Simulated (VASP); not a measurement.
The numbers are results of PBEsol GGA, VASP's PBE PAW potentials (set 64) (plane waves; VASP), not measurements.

VASP input:

File POSCAR:
```
Sr
1
   -0.0000000000     2.9557978071     2.9557978071
    2.9557978071    -0.0000000000     2.9557978071
    2.9557978071     2.9557978071    -0.0000000000
Sr
1
Direct
  0.0000000000   0.0000000000   0.0000000000
```

File KPOINTS:
```
Automatic mesh
0
Gamma
12 12 12
0 0 0
```

**INCAR**
```
SYSTEM = Sr
PREC = Normal; ENCUT = 400; LREAL = F
LASPH = T
EDIFF = 1E-5; NELM = 100; NELMIN = 4
ALGO = Fast; LMAXMIX = 4
ISMEAR = 1; SIGMA = 0.1
GGA = PS
IBRION = 2; NSW = 20; ISIF = 2
EDIFFG = -0.03
LWAVE = F; LCHARG = F
```

POTCAR, in this order: Sr_sv (PBE.64 set). Program: vasp_std.

Problem. Estimate the energy per atom (σ→0), band gap (on the k-mesh).

Solution. 
| Property | Value |
|---|---|
| energy per atom (σ→0) | -1.840 eV/atom |
| band gap (on the k-mesh) | none (metal, semimetal or under 0.01 eV) |

### OSZICAR
```
...
DAV:   5    -0.184564399110E+01   -0.71698E-03   -0.71682E-03  2026   0.313E-01    0.120E+01
RMM:   6    -0.184171866616E+01    0.39253E-02   -0.50808E-03  1298   0.101E+00    0.685E+00
RMM:   7    -0.183907160090E+01    0.26471E-02   -0.10601E-02  1365   0.145E+00    0.235E-01
RMM:   8    -0.183930452113E+01   -0.23292E-03   -0.40852E-03  1499   0.387E-01    0.809E-02
RMM:   9    -0.183936668927E+01   -0.62168E-04   -0.63065E-04  1338   0.124E-01    0.862E-02
RMM:  10    -0.183939498871E+01   -0.28299E-04   -0.21385E-04  1405   0.841E-02    0.187E-01
RMM:  11    -0.183940349784E+01   -0.85091E-05   -0.36885E-05  1044   0.360E-02
   1 F= -.18394035E+01 E0= -.18395884E+01  d E =-.183940E+01
```

The compound is Sr in the fcc structure. It was relaxed first, which changed the volume by -8 %.
